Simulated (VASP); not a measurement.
Level of theory: PBEsol GGA, VASP's PBE PAW potentials (set 64) (plane waves; VASP).

The input files of a VASP run:

INCAR:
```
SYSTEM = Mn
PREC = Accurate; ENCUT = 400; LREAL = .False.
LASPH = .True.
EDIFF = 1E-7; NELM = 100; ALGO = Normal
LMAXMIX = 4
ISMEAR = -5
GGA = PS
ISPIN = 2; MAGMOM = 0.4
ISIF = 2
LWAVE = .False.; LCHARG = .True.; LORBIT = 11
NEDOS = 601
```

### KPOINTS
```
Automatic
0
gamma
  18 18 18
```

File POSCAR:
```
Mn
2.2508460
  0.9999998454   0.0000000000   0.0000000000
  0.0000000000   0.9999998454   0.0000000000
  0.0000000000   0.0000000000   0.9999998454
Mn
1
Cartesian
  0.0000000000   0.0000000000   0.0000000000
```

POTCAR, in this order: Mn_pv (PBE.64 set). Program: vasp_std.

The moments were started parallel, and other spin orders were not tried in this run.

### Question
Estimate the energy per atom (σ→0), cell moment, band gap (on the k-mesh).

### Answer

```json
{
  "energy per atom (σ→0)": "-8.777 eV/atom",
  "cell_moment": "0.00 μB",
  "band gap (on the k-mesh)": "none (metal, semimetal or under 0.01 eV)"
}
```

OSZICAR:
```
...
DAV:  12    -0.877653287128E+01   -0.19900E-03   -0.15666E-04  8878   0.121E-01    0.464E-02
DAV:  13    -0.877670570165E+01   -0.17283E-03   -0.39256E-04  8894   0.229E-01    0.301E-02
DAV:  14    -0.877674292926E+01   -0.37228E-04   -0.51405E-05  8876   0.772E-02    0.140E-02
DAV:  15    -0.877675131265E+01   -0.83834E-05   -0.17582E-06  8836   0.195E-02    0.427E-03
DAV:  16    -0.877675166691E+01   -0.35426E-06   -0.28302E-06  8910   0.176E-02    0.295E-03
DAV:  17    -0.877675203862E+01   -0.37172E-06   -0.75736E-07  8868   0.110E-02    0.597E-04
DAV:  18    -0.877675205916E+01   -0.20540E-07   -0.39249E-08  4434   0.244E-03
   1 F= -.87767521E+01 E0= -.87767521E+01  d E =0.000000E+00  mag=     0.0000
```

The structure was generated: Mn was put into the simple-cubic type (Pm-3m), which need not be its known phase. It was relaxed first, which changed the volume by -11 %.
